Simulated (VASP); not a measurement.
Computed with PBEsol GGA, VASP's PBE PAW potentials (set 64) (plane waves; VASP).

The input files of a VASP run:

### INCAR
```
SYSTEM = SiS2
PREC = Accurate
ENCUT = 400
EDIFF = 1E-7
NELM = 100
ALGO = Normal
LREAL = .FALSE.
LASPH = .TRUE.
ISMEAR = -5
GGA = PS
LWAVE = .FALSE.
LCHARG = .TRUE.
LORBIT = 11
NEDOS = 601
ISIF = 2
LEFG = .TRUE.
```

### POSCAR
```
SiS2
1
   -2.7685789956     2.8689185594     4.8790696053
    2.7685789956    -2.8689185594     4.8790696053
    2.7685789956     2.8689185594    -4.8790696053
Si S
2 4
Direct
  0.0000000000   0.7500000000   0.7500000000
  0.0000000000   0.2500000000   0.2500000000
  0.6803101688   0.8829777551   0.7973324137
  0.0856453413   0.3829777551   0.7026675863
  0.9143546587   0.6170222449   0.2973324137
  0.3196898312   0.1170222449   0.2026675863
```

KPOINTS:
```
Automatic mesh
0
Gamma
6 6 6
0 0 0
```

POTCAR, in this order: Si S (PBE.64 set). Program: vasp_std.

Without a dispersion term in the relaxation, distances and binding between the weakly bound layers, chains or molecules are unreliable, and so is what depends on them.

Task: What does the run give for the energy per atom (σ→0)?

Result: 
```
Quantity                        Value
---------------------  --------------
energy per atom (σ→0)  -5.503 eV/atom
```

OSZICAR:
```
...
DAV:  10    -0.330176084399E+02   -0.70560E-04   -0.22268E-03  2360   0.261E-01    0.107E-01
DAV:  11    -0.330175872011E+02    0.21239E-04   -0.17437E-04  2184   0.876E-02    0.720E-02
DAV:  12    -0.330175911357E+02   -0.39346E-05   -0.17231E-05  2196   0.236E-02    0.229E-02
DAV:  13    -0.330176075068E+02   -0.16371E-04   -0.18715E-05  2124   0.261E-02    0.409E-02
DAV:  14    -0.330176066240E+02    0.88279E-06   -0.34031E-06  2192   0.110E-02    0.353E-03
DAV:  15    -0.330176067880E+02   -0.16401E-06   -0.80980E-07  2192   0.485E-03    0.282E-03
DAV:  16    -0.330176068241E+02   -0.36063E-07   -0.39778E-08  1304   0.144E-03
   1 F= -.33017607E+02 E0= -.33017607E+02  d E =0.000000E+00
```

The compound is SiS2 in the sg72 structure. It was relaxed first.
